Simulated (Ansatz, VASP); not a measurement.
# CoSn: VASP beside Ansatz

Wanted: the spread between two codes on one cell, functional and k mesh. Of the first pair: The two relaxations start from unlike cells of this crystal (the structure described is Ansatz's start), so only their ends are compared.

Program: Ansatz 0.2.0. Level of theory: plane waves, with VASP 6.6.1 beside it; relaxation of cell and atoms at LDA and elastic constants at LDA. Results are calculated unless marked as measured.

**1. The starting structure**

Symmetry: P6/mmm, No. 191, hexagonal system. Conventional cell: a = 5.275 Å, b = 5.275 Å, c = 4.255 Å, α = 90.00°, β = 90.00°, γ = 120.00°. Nearest to Co lie 6 Sn at 2.62 to 2.64 Å and 4 Co at 2.64 Å. Nearest to Sn lie 6 Co at 2.62 Å. Sn has 6 Co at 2.64 Å nearest. Farther neighbours are not listed.

Coordinates:

```cif
data_structure
_symmetry_space_group_name_H-M 'P6/mmm'
_symmetry_Int_Tables_number 191
_cell_length_a 5.2750
_cell_length_b 5.2750
_cell_length_c 4.2545
_cell_angle_alpha 90.000
_cell_angle_beta 90.000
_cell_angle_gamma 120.000
_cell_volume 102.52
loop_
_atom_site_label
_atom_site_type_symbol
_atom_site_symmetry_multiplicity
_atom_site_Wyckoff_symbol
_atom_site_fract_x
_atom_site_fract_y
_atom_site_fract_z
_atom_site_occupancy
Co1 Co 3 f 0.00000 0.50000 0.00000 1
Sn1 Sn 2 d 0.66667 0.33333 0.50000 1
Sn2 Sn 1 a 0.00000 0.00000 0.00000 1
```

**2. Ansatz: relaxation of cell and atoms, LDA**

Ansatz runs on its default PAW (the set named soft_2) files.

The relaxed volume is the usual yardstick between codes: in a stiff, nearly cubic crystal its relative difference is about their pressure difference at one cell divided by the bulk modulus.

input.yaml reads:

```yaml
crystal:
  lattice:
    - [5.275, 0.0, 0.0]
    - [-2.6375, 4.568284, 0.0]
    - [0.0, 0.0, 4.2545]
  atoms:
    - { symbol: Co, position: [0.0, 0.5, 0.0] }
    - { symbol: Co, position: [0.5, 0.5, 0.0] }
    - { symbol: Co, position: [0.5, 0.0, 0.0] }
    - { symbol: Sn, position: [0.66666667, 0.33333333, 0.5] }
    - { symbol: Sn, position: [0.33333333, 0.66666667, 0.5] }
    - { symbol: Sn, position: [0.0, 0.0, 0.0] }
kpoints:
  mp_grid: { grid: [9, 9, 10] }
hamiltonian:
  xc: lda
scf:
  occupations: { method: methfessel_paxton, width: 0.25 }
output:
  forces: true
  stress: true
  eigenvalues: true
relax:
  adjacent_minimum: "off"
  f_tol: 0.005
  max_steps: 60
  cell: { stress_tol: 0.03 }
```

Run with:

```console
ansatz run input.yaml --threads 4 --pin off --max-ram 16384MiB --backend cpu --events-out ev --progress --plain --runs-dir out
```

Numbers of over 12 decimals in the logs are rounded to 6 here.

What it wrote:

```text
Engine: ansatz 0.2.0, aarch64-unknown-linux-gnu
Pseudopotentials: kind: paw
Pseudopotential: Co, paw, valence charge 17, recommended cutoff 420 eV (normal), Co.paw.azcp
Pseudopotential: Sn, paw, valence charge 14, recommended cutoff 420 eV (normal), Sn.paw.azcp
Functional definition: SPW92
  exchange = slater_x
  correlation = pw_c
Crystal: 6 atoms, lattice volume = 102.524 Å³
Basis set: ecut = 420 eV, 2013 PW (Γ)
Bands: 56, of which v1, the nominal top of the filled ones, is band 47 counted from 1 (46 counted from 0)
Symmetry: 24 space group operations
Space group: P6/mmm (ITA 191), of the structure as read, at distance tolerance 4.7e-5 Å
k-points: 72 of 810
Non-local potential: Co, projectors of the file, l = 0: 3, l = 1: 2, l = 2: 3, l = 3: 1
Non-local potential: Sn, projectors of the file, l = 0: 2, l = 1: 2, l = 2: 2, l = 3: 2
PAW form: soft (Blöchl's): semilocal exchange-correlation on the pseudo side does not see the compensation charge
PAW frozen core: Co, regenerated for the run's functional, and the local potential with it (the file was generated under x = pbe(κ = 0.804, μ = 0.219515), c = pbe(β = 0.066725))
PAW frozen core: Sn, regenerated for the run's functional, and the local potential with it (the file was generated under x = pbe(κ = 0.804, μ = 0.219515), c = pbe(β = 0.066725))
PAW one-centre angular grid: Co, 590 points (default); XC on 64 Gauss nodes
PAW one-centre angular grid: Sn, 590 points (default); XC on 64 Gauss nodes
Initial density: superposition of atomic densities (neutral atoms: chi_scale 0, normalization atom), corrected by the library's trained network
Initial wavefunctions: pseudopotential atomic-orbital guess
Functional: x = slater, c = lda
SCF iter   1: F=—  HF=-32827.809720 eV  |F-HF|=—  |Δ(HF+E_count)|=         —  Δρ=1.02e-2  dr2=5.52e-2  ethr=1.77e-3  ⟨swp⟩=6.5  Hψ=15340  notcnv=0
preconditioner: auto → LDOS  [metal: Δε(μ)=0.048 eV  Ē_g=14.048 eV  σ=0.250 eV  W_gap=0.16  n_scr=26 (ndim 8)  ℏωp=30.5 eV  f_vac=0.021  D(μ)=3.40/eV (n_scr^D=26)  β→1.0]
SCF iter   2: F=—  HF=-32827.804802 eV  |F-HF|=—  |Δ(HF+E_count)|=   4.92e-3  S|Δr|=    0.00e0  Δρ=8.05e-3  dr2=3.19e-2  ethr=5.94e-5  ⟨swp⟩=2.0  Hψ=8423  notcnv=0  defer=32
SCF iter   3: F=—  HF=-32827.790344 eV  |F-HF|=—  |Δ(HF+E_count)|=   1.45e-2  S|Δr|=    0.00e0  Δρ=5.20e-3  dr2=1.68e-2  ethr=3.43e-5  ⟨swp⟩=2.0  Hψ=7280  notcnv=0  defer=32
SCF iter   4: F=—  HF=-32827.788532 eV  |F-HF|=—  |Δ(HF+E_count)|=   1.81e-3  S|Δr|=    0.00e0  Δρ=1.39e-3  dr2=1.14e-3  ethr=1.81e-5  ⟨swp⟩=2.0  Hψ=4194  notcnv=0  defer=32
SCF iter   5: F=—  HF=-32827.788442 eV  |F-HF|=—  |Δ(HF+E_count)|=   9.07e-5  S|Δr|=    0.00e0  Δρ=4.80e-4  dr2=1.76e-4  ethr=1.23e-6  ⟨swp⟩=2.3  Hψ=6865  notcnv=0  defer=32
SCF iter   6: F=—  HF=-32827.788424 eV  |F-HF|=—  |Δ(HF+E_count)|=   1.79e-5  S|Δr|=    0.00e0  Δρ=3.39e-5  dr2=5.51e-7  ethr=1.90e-7  ⟨swp⟩=2.0  Hψ=4576  notcnv=0  defer=32
SCF iter   7: F=—  HF=-32827.788426 eV  |F-HF|=—  |Δ(HF+E_count)|=   2.54e-6  S|Δr|=    0.00e0  Δρ=1.26e-5  dr2=1.25e-7  ethr=1.08e-10  ⟨swp⟩=10.2  Hψ=19377  notcnv=0
SCF iter   8: F=-32827.788426 eV  HF=-32827.788426 eV  |F-HF|=1.92e-9  |Δ(HF+E_count)|=   1.02e-8  S|Δr|=    0.00e0  Δρ=2.68e-6  dr2=4.15e-9  ethr=1.08e-10  ⟨swp⟩=4.0  Hψ=12255  notcnv=0
SCF 1 converged in 8 iterations: F = -32827.788426 eV  dr2 = 4.15e-9
  greatest PAW one-centre occupation: 1.002 electrons in one spin orbital (limit 2), on the Co atom at site 1 (counted from 0), in its partial waves of l = 1
relax step   1: F+E_penalty+E_count = -32827.78842633 eV  Δ(F+E_penalty+E_count) = +0.000e0 eV  max|allowed force component| = 4.009e-17 eV/Å  Δτ_max = 0.0000 Å  P = -9.408 GPa  Ω = 102.524 Å³  (8 SCF iters, dr2 threshold 1.00e-7 eV, accepted)
[...]
relax step   6: F+E_penalty+E_count = -32828.01485735 eV  Δ(F+E_penalty+E_count) = -2.015e-5 eV  max|allowed force component| = 8.481e-17 eV/Å  Δτ_max = 0.0000 Å  P = -0.000 GPa  Ω = 95.525 Å³  energy of the carried Pulay correction = +1.781e-5 eV  (4 SCF iters, dr2 threshold 3.81e-9 eV, accepted)
[...]
relax step   7: F+E_penalty+E_count = -32828.01485113 eV  Δ(F+E_penalty+E_count) = +6.215e-6 eV  max|allowed force component| = 7.170e-17 eV/Å  Δτ_max = 0.0000 Å  P = -0.000 GPa  Ω = 95.525 Å³  stress off target by 2.97e-4 GPa  SCF on the basis re-selected at this cell (its energy is not comparable with the rows above)  (5 SCF iters)
basis re-selected at this cell: Δ(F+E_penalty+E_count) = +6.215e-6 eV, ΔP = -0.000 GPa vs the last step (what re-selecting the basis moved, of the pressure what is left beyond the Pulay correction that the steps carried, after the strain that the cell walked since its last selection, with what the two solves' SCF thresholds leave and, on support functions, any second-order correction that the steps lacked; it is no m [...]
SCF converged after 5 iterations
Stability not checked: this state was not tested for a lower state beside it, because cold or Methfessel-Paxton smearing, or corrected tetrahedra, fill the levels in a way that the test cannot read (fill_not_monotonic; see scf.lower_state_search)
Free energy (F): -32828.014851 eV
Harris-Foulkes:  -32828.014851 eV  (|F-HF|=7.28e-12)
Internal energy: -32828.058291 eV  (E = F + TS)
E sigma→0 (E₀):  -32828.025711 eV
Entropy (-TS):   0.043440 eV (7.240 meV/atom)
Fermi energy:    15.607603 eV
Step filling:    the computed levels leave a gap of 0.0427 eV = 0.2 smearing widths at the electron count; against every level under it full and every level over it empty, smearing changes F+E_penalty+E_count by +17.997 meV and its σ→0 estimate by +7.138 meV
--- Per-component energies (eV) ---
  E_band       = -895.691076
  E_kinetic    = 1946.257010
  E_local      = -13062.727830  (includes V_loc(G=0)·N_el)
  E_nonlocal   = 1311.278765
  E_hartree    = 6195.549054
  E_xc         = -1613.989126
  E_vxc        = -915.698643  (∫ρ·V_xc dr)
  E_paw        = -16361.333171  (= ΣΔE_a)
  E_vpaw       = -2565.898829  (= ΣTr[D̂ρ^β])
  E_aug_tail   = 0.000078  (compensation charges beyond the density's cutoff)
  E_ewald      = -11245.622517
  E_core_change = 2.529447  (= ΣΔE_core)
  E_smearing   = 0.043440  (= −TS)
  E_closure    = 0.000000  (closes the sum)
  Σ components = -32828.014851   (vs F -32828.014851, Δ=0.00e0)
--- Forces (eV/Å), atoms counted from 1 ---
  atom   1  Co     0.00000000    -0.00000000     0.00000000
  atom   2  Co     0.00000000     0.00000000    -0.00000000
  atom   3  Co    -0.00000000     0.00000000     0.00000000
  atom   4  Sn     0.00000000    -0.00000000    -0.00000000
  atom   5  Sn    -0.00000000     0.00000000     0.00000000
  atom   6  Sn     0.00000000    -0.00000000     0.00000000
  max |Σ_I F_I| component: 1.21e-29 eV/Å
--- Stress (GPa, compression-positive) ---
       -0.000297      -0.000000       0.000000
       -0.000000      -0.000297      -0.000000
        0.000000      -0.000000      -0.000112
  P = ⅓ Tr σ = -0.0002 GPa (-0.002 kbar)
--- Band table (eV; the first three rows and the last of 72) ---
  k-point 0: bands = [... 43 lower, 15.1562, 15.1825, 15.1825, 16.1522, 16.3368, 17.0988, 17.0988, 18.7332, ... 5 higher]
  k-point 1: bands = [... 43 lower, 15.1573, 15.1724, 15.1724, 16.1523, 16.3280, 16.9543, 16.9543, 18.9609, ... 5 higher]
  k-point 2: bands = [... 43 lower, 15.1467, 15.1590, 15.1590, 16.1525, 16.2091, 16.5168, 16.5168, 18.3199, ... 5 higher]
  k-point 71: bands = [... 43 lower, 14.7697, 14.9644, 14.9644, 15.1090, 15.4963, 16.9126, 19.2629, 19.2629, ... 5 higher]
--- Relaxed structure (5 steps of the walk, 5 accepted, 2 SCFs on fresh bases) ---
  F+E_penalty+E_count = -32828.01485113 eV   max|allowed force component| = 7.170e-17 eV/Å   (the final SCF, on the basis selected at the relaxed cell)
  cell:  # Å, volume = 95.5253 Å³
    - [5.173240, 0, 4.932697927655784e-18]
    - [-2.586620, 4.480157, -2.4663489638278915e-18]
    - [3.978419591395462e-18, 0, 4.121567]
  atoms:
    - { symbol: Co, position: [0, 0.5, 0.0] }
    - { symbol: Co, position: [0.5, 0.5, 0.0] }
    - { symbol: Co, position: [0.5, 0, 0.0] }
    - { symbol: Sn, position: [0.666667, 0.333333, 0.5] }
    - { symbol: Sn, position: [0.333333, 0.666667, 0.5] }
    - { symbol: Sn, position: [0, 0, 0] }
```

The column dr2 measures how far the density is from self-consistency, as an energy; F and HF (Harris–Foulkes) agree once it is small.

(Part 1 of 2 ends here.)

[Lines on the potential files, build, host, timing and source positions are cut from VASP's logs without a mark.]

[Logs are printed without paths, hosts, clocks, repeated set-up lines and the standing remarks that a program may print on its own settings, such as how far it seeks lower states.]

[Hosts, paths, dates, database ids (printed as entryN), source tags and the programs' standing remarks are cut or masked in the printed files.]
